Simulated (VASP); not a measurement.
A run of VASP 6.6.1:

File INCAR:

```
SYSTEM = CuAu
ALGO     = Normal         ! electronic algorithm
EDIFF    = 1E-7           ! SCF threshold, eV
EDIFFG   = -0.005         ! ionic threshold
ENCUT    = 600            ! plane-wave cutoff, eV
GGA      = RP             ! functional
IBRION   = 2              ! ionic algorithm
ISIF     = 3              ! what is computed and relaxed
ISMEAR   = 0              ! smearing method
LASPH    = .TRUE.         ! aspherical terms in the spheres
LCHARG   = .FALSE.        ! write CHGCAR
LREAL    = .FALSE.        ! projectors in reciprocal space
LWAVE    = .FALSE.        ! write WAVECAR
NELM     = 60             ! most SCF steps
NSW      = 90             ! ionic steps
PREC     = Accurate       ! precision mode
SIGMA    = 0.1            ! smearing width, eV
```

Contents of KPOINTS:

```
k-points
0
G
  14 14 12
  0 0 0
```

POSCAR

```
CuAu
1.0
    2.8507024000      0.0000000000      0.0000000000
    0.0000000000      2.8507024000      0.0000000000
    0.0000000000      0.0000000000      3.5816088600
Cu Au
1 1
Direct
    0.5000000000      0.5000000000      0.5000000000
    0.0000000000      0.0000000000      0.0000000000
```

Potentials or basis: VASP PAW PBE potentials, release 64 (Cu, Au).

The run is started by

```sh
$ cat potpaw_PBE.64/Cu/POTCAR potpaw_PBE.64/Au/POTCAR > POTCAR
$ mpirun -np 1 vasp_std > vasp.out
```

Hardware: 1 thread of Intel(R) Xeon(R) Platinum 8488C (Sapphire Rapids) (shared host).

Q: Estimate the wall time of this run.

A: It took 9 min on 1 thread of Intel(R) Xeon(R) Platinum 8488C (Sapphire Rapids), on a shared host, peak memory 0.31 GiB. Counts: scf iterations 148, k points 252, ion steps 23.
